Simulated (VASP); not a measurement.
Output of a VASP run:

File OSZICAR:
```
       N       E                     dE             d eps       ncg     rms          rms(c)
DAV:   1     0.381202687256E+02    0.38120E+02   -0.81378E+03   720   0.134E+03
DAV:   2    -0.319607274141E+02   -0.70081E+02   -0.63626E+02   984   0.199E+02
DAV:   3    -0.353810111070E+02   -0.34203E+01   -0.34027E+01   944   0.443E+01
DAV:   4    -0.354239815351E+02   -0.42970E-01   -0.42922E-01   884   0.569E+00
DAV:   5    -0.354247076418E+02   -0.72611E-03   -0.72600E-03   908   0.724E-01    0.123E+01
DAV:   6    -0.319794191894E+02    0.34453E+01   -0.99008E+00   872   0.200E+01    0.561E+00
DAV:   7    -0.318532573485E+02    0.12616E+00   -0.87538E-01   908   0.621E+00    0.238E+00
DAV:   8    -0.318258271028E+02    0.27430E-01   -0.49887E-02   828   0.163E+00    0.506E-01
DAV:   9    -0.318237098779E+02    0.21172E-02   -0.58059E-03   876   0.560E-01    0.128E-01
DAV:  10    -0.318238202140E+02   -0.11034E-03   -0.46090E-04   836   0.157E-01    0.512E-02
DAV:  11    -0.318238190752E+02    0.11388E-05   -0.47157E-05   880   0.554E-02    0.107E-02
DAV:  12    -0.318238194698E+02   -0.39456E-06   -0.20951E-06   876   0.112E-02    0.255E-03
DAV:  13    -0.318238196448E+02   -0.17506E-06   -0.12375E-07   604   0.262E-03    0.128E-03
DAV:  14    -0.318238196617E+02   -0.16873E-07   -0.12626E-08   480   0.996E-04
   1 F= -.31823820E+02 E0= -.31823820E+02  d E =-.118767E-17
```

OUTCAR:
```
------------------------ aborting loop because EDIFF is reached ----------------------------------------
  FORCE on cell =-STRESS in cart. coord.  units (eV):
  Direction    XX          YY          ZZ          XY          YZ          ZX
  --------------------------------------------------------------------------------------
  Total       -0.0110667     -0.0110667     -0.0739290      0.0000000      0.0000000      0.0000000
  in kB       -0.4280213     -0.4280212     -2.8593151      0.0000000      0.0000000      0.0000000
  external PRESSURE =      -1.2384525 kB  Pullay stress =       0.0000000 kB
  volume of cell :       41.43
      direct lattice vectors                 reciprocal lattice vectors
     1.538528452 -2.664809205  0.000000000     0.324985865 -0.187630694  0.000000000
     1.538528452  2.664809205  0.000000000     0.324985865  0.187630694  0.000000000
     0.000000000  0.000000000  5.051980608     0.000000000  0.000000000  0.197942169
  FREE ENERGIE OF THE ION-ELECTRON SYSTEM (eV)
  ---------------------------------------------------
  free  energy   TOTEN  =       -31.8238196617 eV

  energy  without entropy=      -31.8238196617  energy(sigma->0) =      -31.82381966
```
(Selected blocks of OUTCAR.)

**POSCAR**
```
SiC
1
    1.5385284524    -2.6648092054     0.0000000000
    1.5385284524     2.6648092054     0.0000000000
    0.0000000000     0.0000000000     5.0519806082
Si C
2 2
Direct
  0.6666670000   0.3333330000   0.4996384767
  0.3333330000   0.6666670000   0.9996384767
  0.6666670000   0.3333330000   0.8753615233
  0.3333330000   0.6666670000   0.3753615233
```

### Question
Reconstruct the remaining input files.

### Answer
One answer among several that fit: the input of the run itself, PBEsol GGA, plane waves, VASP's PBE PAW potentials (set 64).

**INCAR**
```
ISMEAR=0
ENCUT=600
SIGMA=0.05
LWAVE=F
NELM=100   # most electronic steps
EDIFF=1E-7   # SCF stop (eV)
ISIF=2   # forces and stress, cell fixed
SYSTEM=SiC
LCHARG=F
PREC=Accurate
GGA=PS
LASPH=T   # aspherical one-centre terms
LREAL=F
ALGO=Normal   # blocked Davidson
```

**KPOINTS**
```
Automatic
0
Gamma
 8 8 4
0 0 0
```

POTCAR, in this order: Si C (PBE.64 set). Program: vasp_std.

The compound is SiC in the wurtzite structure, the rare 2H polytype. It was relaxed first.
